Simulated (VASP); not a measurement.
An input for Quantum ESPRESSO's pw.x (written as the equivalent of a VASP run, and not itself run):

```
&CONTROL
  calculation = 'vc-relax'
  pseudo_dir = './pseudo'
  outdir = './out'
  tprnfor = .true.
  tstress = .true.
  nstep = 40
  forc_conv_thr = 0.00078
/
&SYSTEM
  ibrav = 0
  nat = 4
  ntyp = 2
  ecutwfc = 102
  occupations = 'smearing'
  smearing = 'gaussian'
  degauss = 0.003675
  input_dft = 'pbesol'
/
&ELECTRONS
  conv_thr = 7.3e-08
  electron_maxstep = 100
/
&IONS
/
&CELL
  press = 100
/
ATOMIC_SPECIES
  Cd 112.414 Cd.upf
  Se 78.971 Se.upf
CELL_PARAMETERS angstrom
     2.0998178   -3.6369909    0.0000000
     2.0998178    3.6369909    0.0000000
     0.0000000    0.0000000    6.8483886
ATOMIC_POSITIONS crystal
  Cd   0.6666670  0.3333330  0.5000238
  Cd   0.3333330  0.6666670  0.0000238
  Se   0.6666670  0.3333330  0.8759762
  Se   0.3333330  0.6666670  0.3759762
K_POINTS automatic
  6 6 4 0 0 0
```

### Question
Write the VASP files for the same calculation (PBEsol).

### Answer
Several could match; the one computed here: 
POSCAR:
```
CdSe
1.0
  2.0998178239  -3.6369909256   0.0000000000
  2.0998178239   3.6369909256   0.0000000000
  0.0000000000   0.0000000000   6.8483885914
Cd Se
2 2
Cart
  2.0998178239  -1.2123327332   3.4243573675
  2.0998178239   1.2123327332   0.0001630718
  2.0998178239  -1.2123327332   5.9990253343
  2.0998178239   1.2123327332   2.5748310386
```

**INCAR**
```
! general
SYSTEM   =  CdSe
PREC     =  Accurate
ENCUT    =  500   ! plane-wave cut-off (eV)
LREAL    =  F   ! projection in real space or not
LASPH    =  T   ! aspherical one-centre terms

! electronic loop
EDIFF    =  1E-6   ! SCF stop (eV)
NELM     =  100   ! most electronic steps
ALGO     =  Normal   ! blocked Davidson
LMAXMIX  =  4

! smearing
ISMEAR   =  0
SIGMA    =  0.05

! functional
GGA      =  PS   ! PBEsol

! ions
IBRION   =  2
NSW      =  40   ! most ionic steps
ISIF     =  3   ! ions, shape and volume
EDIFFG   =  -0.02   ! ionic stop
PSTRESS  =  100   ! kbar

! output
LWAVE    =  F
LCHARG   =  F
```

### KPOINTS
```
Automatic mesh
0
Gamma
6 6 4
0 0 0
```

POTCAR, in this order: Cd Se (PBE.64 set). Program: vasp_std.

What does not carry over: the potentials are each code's own (VASP's PAW set, PseudoDojo norm-conserving files in pw.x), so ENCUT and ecutwfc are chosen apart and not converted; conv_thr bounds pw.x's estimated SCF error, while EDIFF bounds the energy change between steps; forc_conv_thr acts on force components and is met together with etot_conv_thr.

The compound is CdSe in the wurtzite structure. This run relaxes it under an external pressure of 10 GPa. Symmetry was kept, so distortions that lower it aren't found.
